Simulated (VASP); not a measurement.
Sr2BN under changes of volume

One of the cells (22.341 Å³/atom); the others are scaled copies at fixed shape and fractional positions:

```
CELL_PARAMETERS angstrom
3.90792 0.00000 0.00000
-1.95396 3.38436 0.00000
0.00000 0.00000 6.75681
ATOMIC_POSITIONS crystal
Sr 0.33333 0.66667 0.79425
Sr 0.66667 0.33333 0.20575
B 0.00000 0.00000 0.50000
N 0.00000 0.00000 0.00000
```

The cell was built by a generator and needn't be a form met in nature.

- Program: VASP 6.6.1
- Functional: PBE
- Potentials or basis: VASP PAW PBE potentials, release 64 (Sr_sv, B, N)
- Cutoff: 520 eV
- k mesh: 8 × 8 × 4
- Occupations: fermi-dirac, width 0.05 eV
- Spin: no spin polarisation

```tsv
volume (Å³/atom)	energy over the lowest point (meV/atom)	pressure (GPa)	largest force (eV/Å)
20.589	?	?	?
21.027	6.36	2.5	0.169
21.465	1.21	1.3	0.099
22.341	0.00	-0.8	0.026
22.779	3.39	-1.7	0.081
23.217	9.11	-2.5	0.132
```

What does the run at 20.589 Å³/atom give?

Energy over the lowest point 14.97 meV/atom; pressure 3.8 GPa; largest force 0.245 eV/Å.

Worked out: A Birch-Murnaghan fit of order 3 (a polynomial in V^(-2/3)) to the other rows has its minimum at 21.99 Å³/atom with B0 = V·E''(V) = 51 GPa and B' = 3.9 at fixed shape and positions, which overstates the stiffness. It gives 14.96 meV/atom at 20.589 Å³/atom, against the run's 14.97, and -dE/dV = 3.8 GPa, against 3.8.

Energies are extrapolated to zero smearing.
